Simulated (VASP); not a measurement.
An input for Ansatz (written as the equivalent of a VASP run, and not itself run):

Ansatz 0.2 input:
```yaml
crystal:
  lattice:
    - [0.0000000, 1.8130011, 1.8130011]
    - [1.8130011, 0.0000000, 1.8130011]
    - [1.8130011, 1.8130011, 0.0000000]
  atoms:
    - { symbol: Al, position: [0.0000000, 0.0000000, 0.0000000] }
kpoints:
  mp_grid: { grid: [17, 17, 17] }
hamiltonian:
  xc: lda
  pseudopotentials: { kind: paw }
scf:
  occupations: { method: methfessel_paxton, width: 0.1 }
  max_iter: 100
relax:
  max_steps: 40
  f_tol: 0.02
  cell: { p_target: 45 }
output: { forces: true, stress: true, eigenvalues: true }
```

Problem. Write the VASP files for the same calculation (LDA).

Solution. One answer among several that fit: 
POSCAR:
```
Al
1
   -0.0000000000     1.8130010564     1.8130010564
    1.8130010564     0.0000000000     1.8130010564
    1.8130010564     1.8130010564     0.0000000000
Al
1
Direct
  0.0000000000   0.0000000000   0.0000000000
```

INCAR:
```
SYSTEM = Al
PREC = Accurate; ENCUT = 500; LREAL = .FALSE.
LASPH = .TRUE.
EDIFF = 1E-6; NELM = 100; ALGO = Normal
ISMEAR = 1; SIGMA = 0.1
IBRION = 2; NSW = 40; ISIF = 3
EDIFFG = -0.02; PSTRESS = 450
LWAVE = .FALSE.; LCHARG = .FALSE.
```

**KPOINTS**
```
Automatic
0
Gamma
 17 17 17
0 0 0
```

POTCAR, in this order: Al (LDA.64 set). Program: vasp_std.

The two are equivalent in intent, not identical: each code has its own PAW files, so the cut-off isn't converted (ENCUT is set for VASP's; basis.ecutwfc is left out, and Ansatz then takes the one that its files recommend); Ansatz stops its SCF on the density residual and VASP on the energy change (EDIFF); Ansatz's lda is the Perdew-Wang form, while the LDA potentials of VASP carry Perdew-Zunger's.

The compound is Al in the fcc structure. It was relaxed first under an external pressure of 45 GPa.
